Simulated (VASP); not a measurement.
Level of theory: PBE GGA, VASP's PBE PAW potentials (set 64) (plane waves; VASP).

VASP ran on this input.

### INCAR
```
SYSTEM = WSi2
PREC = Accurate; ENCUT = 500; LREAL = F
LASPH = T
EDIFF = 1E-6; NELM = 100; ALGO = Normal
LMAXMIX = 6
ISMEAR = 1; SIGMA = 0.1
GGA = PE
IBRION = 2; NSW = 40; ISIF = 3
EDIFFG = -0.02; PSTRESS = 100
LWAVE = F; LCHARG = F
```

KPOINTS:
```
Automatic mesh
0
Gamma
13 13 13
0 0 0
```

File POSCAR:
```
WSi2
1
   -1.5918032665     1.5918032665     3.8845800989
    1.5918032665    -1.5918032665     3.8845800989
    1.5918032665     1.5918032665    -3.8845800989
Si W
2 1
Direct
  0.6657841773   0.6657841773   0.0000000000
  0.3342158227   0.3342158227   0.0000000000
  0.0000000000   0.0000000000   0.0000000000
```

POTCAR, in this order: Si W_sv (PBE.64 set). Program: vasp_std.

Output

### OSZICAR
```
       N       E                     dE             d eps       ncg     rms          rms(c)
DAV:   1     0.125002491230E+03    0.12500E+03   -0.10954E+04  5880   0.145E+03
DAV:   2    -0.214186823826E+02   -0.14642E+03   -0.14448E+03  6783   0.356E+02
DAV:   3    -0.255710653203E+02   -0.41524E+01   -0.40241E+01  7812   0.512E+01
DAV:   4    -0.256017655091E+02   -0.30700E-01   -0.30612E-01  6685   0.511E+00
DAV:   5    -0.256021489334E+02   -0.38342E-03   -0.38342E-03  7910   0.567E-01    0.268E+01
DAV:   6    -0.248659069446E+02    0.73624E+00   -0.41678E+00  7140   0.155E+01    0.955E+00
DAV:   7    -0.247860036409E+02    0.79903E-01   -0.23695E-01  6552   0.301E+00    0.460E+00
DAV:   8    -0.247659588210E+02    0.20045E-01   -0.37503E-02  7756   0.174E+00    0.307E-01
DAV:   9    -0.247655534045E+02    0.40542E-03   -0.11809E-03  6958   0.279E-01    0.173E-01
DAV:  10    -0.247654824803E+02    0.70924E-04   -0.28591E-04  7350   0.171E-01    0.368E-02
DAV:  11    -0.247654778867E+02    0.45937E-05   -0.30660E-05  7406   0.461E-02    0.133E-02
DAV:  12    -0.247654778998E+02   -0.13108E-07   -0.11652E-06  4578   0.851E-03
   1 F= -.22308098E+02 E0= -.22308070E+02  d E =-.223081E+02
       N       E                     dE             d eps       ncg     rms          rms(c)
DAV:   1    -0.247637736738E+02    0.17042E-02   -0.26098E-02  6517   0.171E+00    0.198E-01
DAV:   2    -0.247632081343E+02    0.56554E-03   -0.14188E-03  7441   0.351E-01    0.722E-02
DAV:   3    -0.247630616816E+02    0.14645E-03   -0.25263E-04  7399   0.129E-01    0.349E-02
DAV:   4    -0.247630478381E+02    0.13844E-04   -0.40733E-05  7273   0.541E-02    0.198E-02
DAV:   5    -0.247630480156E+02   -0.17757E-06   -0.18129E-06  5504   0.110E-02
   2 F= -.22308298E+02 E0= -.22308269E+02  d E =-.200041E-03
```

**OUTCAR**
```
------------------------ aborting loop because EDIFF is reached ----------------------------------------
  FORCE on cell =-STRESS in cart. coord.  units (eV):
  Direction    XX          YY          ZZ          XY          YZ          ZX
  --------------------------------------------------------------------------------------
  Total        2.5118809      2.5118809      2.4083238      0.0000000     -0.0000000      0.0000000
  in kB      102.3273685    102.3273685     98.1087253      0.0000000     -0.0000000      0.0000000
  external PRESSURE =       0.9211541 kB  Pullay stress =     100.0000000 kB
  volume of cell :       39.33
      direct lattice vectors                 reciprocal lattice vectors
    -1.590002369  1.590002369  3.889217971     0.000000000  0.314464940  0.128560550
     1.590002369 -1.590002369  3.889217971     0.314464940  0.000000000  0.128560550
     1.590002369  1.590002369 -3.889217971     0.314464940  0.314464940  0.000000000
 POSITION                                       TOTAL-FORCE (eV/Angst)
 -----------------------------------------------------------------------------------
      0.00000      0.00000      5.18175        -0.000000     -0.000000     -0.003666
      1.59000      1.59000     -1.29253         0.000000      0.000000      0.003666
      1.59000      1.59000      3.88922         0.000000      0.000000     -0.000000
 -----------------------------------------------------------------------------------
    total drift:                                0.000000     -0.000000      0.000000
  FREE ENERGIE OF THE ION-ELECTRON SYSTEM (eV)
  ---------------------------------------------------
  free  energy   TOTEN  =       -24.7630480156 eV

  energy  without entropy=      -24.7629602066  energy(sigma->0) =      -24.76301875
  enthalpy is  TOTEN    =       -22.3082982027 eV   P V=        2.4547498130

 reached required accuracy - stopping structural energy minimisation
```
(Selected blocks of OUTCAR.)

CONTCAR:
```
WSi2
   1.00000000000000
    -1.5900023690833993    1.5900023690833993    3.8892179711130148
     1.5900023690833993   -1.5900023690833993    3.8892179711130148
     1.5900023690833993    1.5900023690833993   -3.8892179711130148
  Si              W
     2     1
Direct
     0.6661688299865590    0.6661688299865590    0.0000000000000000
     0.3338311700134410    0.3338311700134410    1.0000000000000000
     1.0000000000000000    1.0000000000000000    1.0000000000000000
```

The compound is WSi2 in the MoSi2 type structure. This run relaxes it under an external pressure of 10 GPa. Symmetry was kept, so distortions that lower it aren't found.
